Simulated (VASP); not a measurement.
Input:

```yaml
crystal:
  lattice:
    - [1.60836, 0.92859, 4.34257]
    - [-1.60836, 0.92859, 4.34257]
    - [0.00000, -1.85718, 4.34257]
  atoms:
    - { symbol: Sn, position: [0.00000, 0.00000, 0.00000] }
    - { symbol: O, position: [0.25843, 0.25843, 0.25843] }
    - { symbol: O, position: [0.74157, 0.74157, 0.74157] }
```

The numbers are results of r2SCAN meta-GGA, VASP's PBE PAW potentials (set 64) (plane waves; VASP), not measurements. Settings: 520 eV cut-off, 9×9×9 Γ-centred mesh, tetrahedra with Blöchl corrections, potentials Sn_d O.

Unless said otherwise, spin-orbit coupling is left out, though it shifts the bands of the heavy elements here.

**Question.** Tabulate the total density of states (states/eV per cell) against energy (eV; zero at the valence-band maximum or, without a gap, the Fermi level).

**Answer.** 
(E (eV), DOS (states/eV)): (-9.98, 0.00); (-9.74, 0.00); (-9.62, 0.00); (-9.38, 0.00); (-9.14, 0.00); (-9.02, 0.00); (-8.78, 0.00); (-8.54, 0.00); (-8.42, 0.00); (-8.18, 0.00); (-7.94, 0.00); (-7.82, 0.00); (-7.58, 0.00); (-7.34, 0.00); (-7.22, 0.00); (-6.98, 0.00); (-6.74, 0.54); (-6.62, 1.83); (-6.38, 1.61); (-6.14, 0.99); (-6.02, 0.79); (-5.78, 0.65); (-5.54, 0.53); (-5.42, 0.48); (-5.18, 0.42); (-4.94, 0.39); (-4.82, 0.38); (-4.58, 1.10); (-4.34, 2.27); (-4.22, 2.50); (-3.98, 1.67); (-3.74, 2.05); (-3.62, 1.95); (-3.38, 2.39); (-3.14, 1.67); (-3.02, 1.43); (-2.78, 1.30); (-2.54, 1.36); (-2.42, 1.31); (-2.18, 1.35); (-1.94, 2.25); (-1.70, 1.89); (-1.58, 1.82); (-1.34, 1.98); (-1.10, 1.97); (-0.98, 3.01); (-0.74, 4.01); (-0.50, 3.70); (-0.38, 2.96); (-0.14, 3.53); (0.10, 0.00); (0.22, 0.00); (0.46, 0.00); (0.70, 0.00); (0.82, 0.00); (1.06, 0.00); (1.30, 0.00); (1.42, 0.00); (1.66, 0.00); (1.90, 0.00); (2.02, 0.00); (2.26, 0.00); (2.50, 0.00); (2.62, 0.01); (2.86, 0.03); (3.10, 0.05); (3.22, 0.06); (3.46, 0.08); (3.70, 0.11); (3.82, 0.12); (4.06, 0.17); (4.30, 0.23); (4.42, 0.26); (4.66, 0.28); (4.90, 0.33); (5.02, 0.35); (5.26, 0.41); (5.50, 0.49); (5.62, 0.59); (5.86, 1.16)
Within 2 eV below the valence-band maximum the largest weight inside VASP's projection spheres is O p.

The structure was generated: SnO2 was put into the CdCl2 type (R-3m), which need not be its known phase. It was relaxed first.
